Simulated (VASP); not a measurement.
# A VASP study of FeSi2 (Linzhiite) (rev-vdW-DF2 + U): structure first, properties next, part 2 of 10

Wanted: the relaxed cell of FeSi2 (Linzhiite) and its properties. The start is a cell from a database of measured crystal structures.

VASP 6.6.1, plane waves and PAW; the level of theory is named at each step.

Still holding for the runs below: The k-mesh is coarse for a metal. A U on the itinerant d states of such a compound is hard to justify; it moves the bands at the Fermi level and favours large moments.

So far, pressure (GPa): step 2 (magnetic order: ferromagnetic) 12.1.

### 3. Magnetic order: antiferromagnetic, q = (0, 0, 1/2)

This step: rev-vdW-DF2, DFT+U (Fe d 5 eV), spin-polarised from an antiferromagnetic start; plane waves and PAW (Fe, Si) (VASP 6.6.1).

System of this step: FeSi2 (Linzhiite). The structure is tetragonal, space group P4/mmm (No. 123). Conventional cell: a = 2.696 Å, b = 2.696 Å, c = 5.147 Å, α = 90.00°, β = 90.00°, γ = 90.00°. Fe has 8 Si at 2.36 Å nearest. Nearest to Si lie 1 Si at 2.35 Å and 4 Fe at 2.36 Å. Farther neighbours are not listed.

Next, a pattern with opposite moments, which needs a doubled cell; q is given in the reciprocal vectors of the primitive cell.

INCAR

```
SYSTEM = FeSi2
PREC = Accurate
ENCUT = 400
EDIFF = 1E-06
NELM = 100
ISMEAR = 0
SIGMA = 0.05
LREAL = .FALSE.
ALGO = Normal
GGA = MK
AGGAC = 0
LUSE_VDW = .TRUE.
PARAM1 = 0.1234
PARAM2 = 0.711357
ZAB_VDW = -1.8867
LASPH = .TRUE.
NBANDS = 25
ISPIN = 2
MAGMOM = 3 -3 0 0 0 0
LDAU = .TRUE.
LDAUTYPE = 2
LDAUL = 2 -1
LDAUU = 5 0
LDAUJ = 0 0
LDAUPRINT = 1
LMAXMIX = 4
LORBIT = 11
LWAVE = .FALSE.
LCHARG = .FALSE.
KPAR = 8
ISIF = 2
```

POSCAR

```
FeSi2
1.0
    2.6960000000      0.0000000000      0.0000000000
    0.0000000000      2.6960000000      0.0000000000
    0.0000000000      0.0000000000     10.2940000000
Fe Si
2 4
Direct
    0.5000000000      0.5000000000      0.0000000000
    0.5000000000      0.5000000000      0.5000000000
    0.0000000000      0.0000000000      0.1358500000
    0.0000000000      0.0000000000      0.6358500000
    0.0000000000      0.0000000000      0.3641500000
    0.0000000000      0.0000000000      0.8641500000
```

KPOINTS

```
Automatic mesh
0
Gamma
8 8 3
0 0 0
```

The projector-augmented-wave data sets are Fe and Si (PBE family, release 64).

Launch:

```sh
$ mpirun -np 8 vasp_std
```

The log of the run:

```text
[banner, memory and clock lines left out]
running    8 mpi-ranks, on    1 nodes
 distrk:  each k-point on    1 cores,    8 groups
 distr:  one band on    1 cores,    1 groups

 POSCAR found type information on POSCAR FeSi
 POSCAR found :  2 types and       6 ions
 [... a notice as in an earlier step ...]

 [... a notice as in an earlier step ...]

 [... a notice as in an earlier step ...]

 LDA part: xc-table for (Slater+PW92), standard interpolation
 POSCAR, INCAR and KPOINTS ok, starting setup
 FFT: planning ... GRIDC
 FFT: planning ... GRID_SOFT
 FFT: planning ... GRID
 WAVECAR not read
 entering main loop
       N       E                     dE             d eps       ncg     rms          rms(c)
DAV:   1     0.175791504912E+03    0.17579E+03   -0.11026E+04  3000   0.105E+03
DAV:   2    -0.117525113656E+02   -0.18754E+03   -0.17561E+03  3034   0.258E+02
DAV:   3    -0.231779480637E+02   -0.11425E+02   -0.10874E+02  3963   0.758E+01
DAV:   4    -0.235465082999E+02   -0.36856E+00   -0.36557E+00  3895   0.129E+01
DAV:   5    -0.235595814510E+02   -0.13073E-01   -0.13056E-01  4206   0.241E+00    0.246E+01
DAV:   6    -0.263407900126E+02   -0.27812E+01   -0.35913E+01  4259   0.101E+02    0.212E+01
DAV:   7    -0.220911096700E+02    0.42497E+01   -0.24766E+01  4030   0.100E+02    0.109E+01
DAV:   8    -0.222368578699E+02   -0.14575E+00   -0.27059E+00  4457   0.115E+01    0.521E+00
DAV:   9    -0.222420378250E+02   -0.51800E-02   -0.38033E-01  4571   0.922E+00    0.197E+00
DAV:  10    -0.223178342613E+02   -0.75796E-01   -0.11362E-01  4810   0.426E+00    0.105E+00
DAV:  11    -0.223647215957E+02   -0.46887E-01   -0.52957E-02  4767   0.300E+00    0.760E-01
DAV:  12    -0.223761912517E+02   -0.11470E-01   -0.12894E-02  4800   0.116E+00    0.528E-01
DAV:  13    -0.223862915002E+02   -0.10100E-01   -0.93953E-03  4741   0.132E+00    0.297E-01
DAV:  14    -0.223891741477E+02   -0.28826E-02   -0.54359E-03  4835   0.833E-01    0.162E-01
DAV:  15    -0.223899976945E+02   -0.82355E-03   -0.17328E-03  4787   0.550E-01    0.908E-02
DAV:  16    -0.223900722531E+02   -0.74559E-04   -0.41435E-04  4824   0.285E-01    0.352E-02
DAV:  17    -0.223900779086E+02   -0.56555E-05   -0.55520E-05  4857   0.921E-02    0.124E-02
DAV:  18    -0.223900731141E+02    0.47946E-05   -0.14084E-05  4802   0.496E-02    0.527E-03
DAV:  19    -0.223900747263E+02   -0.16122E-05   -0.16958E-06  2458   0.173E-02    0.241E-03
DAV:  20    -0.223900752484E+02   -0.52206E-06   -0.42932E-07  1734   0.667E-03
   1 F= -.22390075E+02 E0= -.22388387E+02  d E =-.337693E-02  mag=    -0.0000
```

Elapsed: 61 s, on 8 MPI ranks of Intel Xeon 6975P-C (Granite Rapids), shared host; peak memory 3.1 GiB; 6.8 min of CPU time.

From OUTCAR (step 3):

```text
  LATTYP: Found a simple tetragonal cell.
 ALAT       =     2.6960000000
 C/A-ratio  =     3.8182492582

The static configuration has the point symmetry D_4h.

 Found     30 irreducible k-points:

   k-points           NKPTS =     30   k-points in BZ     NKDIM =     30   number of bands    NBANDS=     25

   dimension x,y,z NGX =    18 NGY =   18 NGZ =   70
   dimension x,y,z NGXF=    36 NGYF=   36 NGZF=  140

   ENCUT  =  400.0 eV  29.40 Ry    5.42 a.u.   4.40  4.40 16.79*2*pi/ulx,y,z

   NELECT =      32.0000    total number of electrons

atom =   1  type =  1  l = 2

 onsite density matrix

spin component  1

  0.8479  0.0000  0.0000  0.0000  0.0000
  0.0000  0.8480 -0.0000  0.0000 -0.0000
  0.0000 -0.0000  0.9017 -0.0000  0.0000
  0.0000  0.0000 -0.0000  0.8480  0.0000
  0.0000 -0.0000  0.0000  0.0000  0.9503

spin component  2

  0.8004 -0.0000  0.0000 -0.0000  0.0000
 -0.0000  0.2909 -0.0000 -0.0000 -0.0000
  0.0000 -0.0000  0.7409  0.0000  0.0000
 -0.0000 -0.0000  0.0000  0.2909 -0.0000
  0.0000 -0.0000  0.0000 -0.0000  0.2671

 occupancies and eigenvectors

  o =  0.2671  v =  0.0000  0.0000  0.0000  0.0000  0.0000  0.0000 -0.0000  0.0000  0.0000 -1.0000      0.0000  0.0000  0.0000  0.0000  0.0000  0.0000  0.0000  0.0000  0.0000  0.0000
  o =  0.2909  v =  0.0000  0.0000  0.0000  0.0000  0.0000  0.0000  0.4746 -0.0000 -0.8802 -0.0000      0.0000  0.0000  0.0000  0.0000  0.0000  0.0000  0.0000  0.0000  0.0000  0.0000
  o =  0.2909  v =  0.0000  0.0000  0.0000  0.0000  0.0000  0.0000 -0.8802  0.0000 -0.4746 -0.0000      0.0000  0.0000  0.0000  0.0000  0.0000  0.0000  0.0000  0.0000  0.0000  0.0000
  o =  0.7409  v =  0.0000  0.0000  0.0000  0.0000  0.0000  0.0000 -0.0000 -1.0000 -0.0000 -0.0000      0.0000  0.0000  0.0000  0.0000  0.0000  0.0000  0.0000  0.0000  0.0000  0.0000
  o =  0.8004  v =  0.0000  0.0000  0.0000  0.0000  0.0000  1.0000  0.0000  0.0000  0.0000  0.0000      0.0000  0.0000  0.0000  0.0000  0.0000  0.0000  0.0000  0.0000  0.0000  0.0000
  o =  0.8479  v =  1.0000  0.0000  0.0000  0.0000  0.0000  0.0000  0.0000  0.0000  0.0000  0.0000      0.0000  0.0000  0.0000  0.0000  0.0000  0.0000  0.0000  0.0000  0.0000  0.0000
  o =  0.8480  v =  0.0000 -0.3277  0.0000  0.9448  0.0000  0.0000  0.0000  0.0000  0.0000  0.0000      0.0000  0.0000  0.0000  0.0000  0.0000  0.0000  0.0000  0.0000  0.0000  0.0000
  o =  0.8480  v =  0.0000 -0.9448  0.0000 -0.3277  0.0000  0.0000  0.0000  0.0000  0.0000  0.0000      0.0000  0.0000  0.0000  0.0000  0.0000  0.0000  0.0000  0.0000  0.0000  0.0000
  o =  0.9017  v =  0.0000  0.0000  1.0000 -0.0000 -0.0000  0.0000  0.0000  0.0000  0.0000  0.0000      0.0000  0.0000  0.0000  0.0000  0.0000  0.0000  0.0000  0.0000  0.0000  0.0000
  o =  0.9503  v =  0.0000  0.0000  0.0000  0.0000  1.0000  0.0000  0.0000  0.0000  0.0000  0.0000      0.0000  0.0000  0.0000  0.0000  0.0000  0.0000  0.0000  0.0000  0.0000  0.0000

atom =   2  type =  1  l = 2

 onsite density matrix

spin component  1

  0.8004 -0.0000 -0.0000 -0.0000 -0.0000
 -0.0000  0.2909 -0.0000 -0.0000  0.0000
 -0.0000 -0.0000  0.7409 -0.0000  0.0000
 -0.0000 -0.0000 -0.0000  0.2909 -0.0000
 -0.0000  0.0000  0.0000 -0.0000  0.2671

spin component  2

  0.8479  0.0000 -0.0000  0.0000  0.0000
  0.0000  0.8480  0.0000  0.0000 -0.0000
 -0.0000  0.0000  0.9017  0.0000  0.0000
  0.0000  0.0000  0.0000  0.8480  0.0000
  0.0000 -0.0000  0.0000  0.0000  0.9503

 occupancies and eigenvectors

  o =  0.2671  v =  0.0000  0.0000 -0.0000 -0.0000 -1.0000  0.0000  0.0000  0.0000  0.0000  0.0000      0.0000  0.0000  0.0000  0.0000  0.0000  0.0000  0.0000  0.0000  0.0000  0.0000
  o =  0.2909  v =  0.0000 -0.1256 -0.0000  0.9921 -0.0000  0.0000  0.0000  0.0000  0.0000  0.0000      0.0000  0.0000  0.0000  0.0000  0.0000  0.0000  0.0000  0.0000  0.0000  0.0000
  o =  0.2909  v =  0.0000 -0.9921 -0.0000 -0.1256 -0.0000  0.0000  0.0000  0.0000  0.0000  0.0000      0.0000  0.0000  0.0000  0.0000  0.0000  0.0000  0.0000  0.0000  0.0000  0.0000
  o =  0.7409  v =  0.0000 -0.0000  1.0000 -0.0000 -0.0000  0.0000  0.0000  0.0000  0.0000  0.0000      0.0000  0.0000  0.0000  0.0000  0.0000  0.0000  0.0000  0.0000  0.0000  0.0000
  o =  0.8004  v =  1.0000  0.0000  0.0000  0.0000  0.0000  0.0000  0.0000  0.0000  0.0000  0.0000      0.0000  0.0000  0.0000  0.0000  0.0000  0.0000  0.0000  0.0000  0.0000  0.0000
  o =  0.8479  v =  0.0000  0.0000  0.0000  0.0000  0.0000  1.0000  0.0000  0.0000  0.0000  0.0000      0.0000  0.0000  0.0000  0.0000  0.0000  0.0000  0.0000  0.0000  0.0000  0.0000
  o =  0.8480  v =  0.0000  0.0000  0.0000  0.0000  0.0000  0.0000 -0.0215 -0.0000  0.9998  0.0000      0.0000  0.0000  0.0000  0.0000  0.0000  0.0000  0.0000  0.0000  0.0000  0.0000
  o =  0.8480  v =  0.0000  0.0000  0.0000  0.0000  0.0000  0.0000 -0.9998 -0.0000 -0.0215  0.0000      0.0000  0.0000  0.0000  0.0000  0.0000  0.0000  0.0000  0.0000  0.0000  0.0000
  o =  0.9017  v =  0.0000  0.0000  0.0000  0.0000  0.0000  0.0000 -0.0000  1.0000  0.0000  0.0000      0.0000  0.0000  0.0000  0.0000  0.0000  0.0000  0.0000  0.0000  0.0000  0.0000
  o =  0.9503  v =  0.0000  0.0000  0.0000  0.0000  0.0000  0.0000  0.0000 -0.0000  0.0000  1.0000      0.0000  0.0000  0.0000  0.0000  0.0000  0.0000  0.0000  0.0000  0.0000  0.0000

 E-fermi :  10.2530

 spin component 1
 k-point     1 :       0.0000    0.0000    0.0000
  band No.  band energies     occupation
    ...
     10       7.1769      1.00000
     11       7.1918      1.00000
     12       7.4238      1.00000
     13       8.4704      1.00000
     14       8.6293      1.00000
     15      10.2669      0.34737
     16      10.2670      0.34608
     17      11.7391      0.00000
     18      14.3028      0.00000
     19      14.3028      0.00000
    ...

 k-point     2 :       0.1250    0.0000    0.0000
  band No.  band energies     occupation
    ...
     11       7.2014      1.00000
     12       7.6953      1.00000
     13       8.2576      1.00000
     14       8.3701      1.00000
     15       9.6969      1.00000
     16      10.3535      0.00225
     17      11.6757      0.00000
     18      12.0651      0.00000
     19      13.4813      0.00000
     20      13.5740      0.00000
    ...

 k-point     3 :       0.2500    0.0000    0.0000
  band No.  band energies     occupation
    ...
     12       7.6916      1.00000
     13       7.8281      1.00000
     14       7.8307      1.00000
     15       7.9444      1.00000
     16       9.3758      1.00000
     17      10.5723      0.00000
     18      11.7915      0.00000
     19      11.8233      0.00000
     20      11.9892      0.00000
     21      14.0019      0.00000
    ...

 k-point     4 :       0.3750    0.0000    0.0000
  band No.  band energies     occupation
    ...
     12       6.1599      1.00000
     13       7.2622      1.00000
     14       7.3653      1.00000
     15       7.4340      1.00000
     16       8.0656      1.00000
     17      10.8063      0.00000
     18      11.2122      0.00000
     19      11.2515      0.00000
     20      12.1013      0.00000
     21      13.4430      0.00000
    ...

Total vdW correction in eV:      3.8534855

  Total        6.2706260      6.2706260      3.0341162      0.0000000      0.0000000      0.0000000
  in kB      134.2757360    134.2757360     64.9708944      0.0000000      0.0000000      0.0000000
  external PRESSURE =     111.1741221 kB  Pullay stress =       0.0000000 kB

  energy-cutoff  :      400.00
  volume of cell :       74.82
      direct lattice vectors                 reciprocal lattice vectors
     2.696000000  0.000000000  0.000000000     0.370919881  0.000000000  0.000000000
     0.000000000  2.696000000  0.000000000     0.000000000  0.370919881  0.000000000
     0.000000000  0.000000000 10.294000000     0.000000000  0.000000000  0.097143967

 POSITION                                       TOTAL-FORCE (eV/Angst)
 -----------------------------------------------------------------------------------
      1.34800      1.34800      0.00000        -0.000000     -0.000000     -0.000000
      1.34800      1.34800      5.14700        -0.000000     -0.000000     -0.000000
      0.00000      0.00000      1.39844         0.000000      0.000000      0.735050
      0.00000      0.00000      6.54544         0.000000      0.000000      0.735050
      0.00000      0.00000      3.74856         0.000000      0.000000     -0.735050
      0.00000      0.00000      8.89556         0.000000      0.000000     -0.735050
 -----------------------------------------------------------------------------------
    total drift:                                0.000000      0.000000      0.000000

  FREE ENERGIE OF THE ION-ELECTRON SYSTEM (eV)
  ---------------------------------------------------
  free  energy   TOTEN  =       -22.3900752484 eV

  energy  without entropy=      -22.3866983183  energy(sigma->0) =      -22.38838678

Total vdW correction in eV:      3.8534929

 total charge
# of ion       s       p       d       tot
------------------------------------------
    1        0.462   0.691   6.742   7.895
    2        0.462   0.691   6.742   7.895
    3        0.743   0.909   0.000   1.652
    4        0.743   0.909   0.000   1.652
    5        0.743   0.909   0.000   1.652
    6        0.743   0.909   0.000   1.652
--------------------------------------------------
tot          3.895   5.018  13.485  22.398

 magnetization (x)
# of ion       s       p       d       tot
------------------------------------------
    1        0.006   0.013   2.003   2.022
    2       -0.006  -0.013  -2.003  -2.022
    3       -0.012  -0.017   0.000  -0.029
    4        0.012   0.017   0.000   0.029
    5        0.012   0.017   0.000   0.029
    6       -0.012  -0.017   0.000  -0.029
--------------------------------------------------
tot          0.000   0.000   0.000   0.000

[... 1 part as in an earlier step ...]

[... 6 further parts left out ...]
```

At this level the cell is under a pressure of 11.1 GPa, so at these settings it is away from equilibrium.

Numbers from this step:

```yaml
scf_cycles: 20
electrons: 32
bands: 25
irreducible_k_points: 30
free_energy_toten: -22.39 eV
energy_at_zero_smearing: -22.39 eV
fermi_energy: 10.25 eV
pressure: 11.12 GPa
```

Spin moment in the PAW sphere by atom:

```csv
atom,spin moment in the PAW sphere (μB)
Fe1,2.02
Fe2,-2.02
Si3,-0.03
Si4,0.03
Si5,0.03
Si6,-0.03
```

Force by atom:

```csv
atom,x (eV/Å),y (eV/Å),z (eV/Å),size
Fe1,0.000,0.000,0.000,0.000
Fe2,0.000,0.000,0.000,0.000
Si3,0.000,0.000,0.735,0.735
Si4,0.000,0.000,0.735,0.735
Si5,0.000,0.000,-0.735,0.735
Si6,0.000,0.000,-0.735,0.735
```

The energy lies +5.0 meV an atom from the first pattern. The run ends antiferromagnetic with a largest moment of 2.02 μB, and the mesh shows no gap.

[end of part 2 of 10]

[Lines on the potential files, build, host, timing and source positions are cut from VASP's logs without a mark.]

[Logs are printed without paths, hosts, clocks, repeated set-up lines and the standing remarks that a program may print on its own settings, such as how far it seeks lower states.]

[Hosts, paths, dates, database ids (printed as entryN), source tags and the programs' standing remarks are cut or masked in the printed files.]

[A measured line is paired with the nearest computed mode of its activity, which favours agreement.]
